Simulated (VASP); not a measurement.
Level of theory: PBEsol GGA, VASP's PBE PAW potentials (set 64) (plane waves; VASP).

Input for VASP

### POSCAR
```
GdTl
1
    3.8135600000     0.0000000000     0.0000000000
    0.0000000000     3.8135600000     0.0000000000
    0.0000000000     0.0000000000     3.8135600000
Gd Tl
1 1
Direct
  0.0000000000   0.0000000000   0.0000000000
  0.5000000000   0.5000000000   0.5000000000
```

**INCAR**
```
ALGO  =  Normal
EDIFF  =  1E-6
ENCUT  =  300
GGA  =  PS
ISIF  =  2
ISMEAR  =  -1
ISPIN  =  2
LASPH  =  .TRUE.
LCHARG  =  .FALSE.
LMAXMIX  =  6
LORBIT  =  11
LREAL  =  .FALSE.
LWAVE  =  .FALSE.
NELM  =  100
PREC  =  Accurate
SIGMA  =  0.136
SYSTEM  =  GdTl
```

KPOINTS:
```
Automatic mesh
0
Gamma
 9 9 9
0 0 0
```

POTCAR, in this order: Gd Tl_d (PBE.64 set). Program: vasp_std. The INCAR's line for the spin-polarised start is left out here.

Question: What will the output report for the number of irreducible k-points (NKPTS), largest plane-wave count, number of space-group operations, FFT grid (NGX, NGY, NGZ)?

Answer: 
The number of irreducible k-points (NKPTS) is 35 and the largest plane-wave count is 691. The number of space-group operations comes out as 48. The FFT grid (NGX, NGY, NGZ) is 24 × 24 × 24.

The structure comes from a computed database's GdTl entry (Pm-3m); how it stands against other phases isn't given here. The cell was not relaxed at this level.
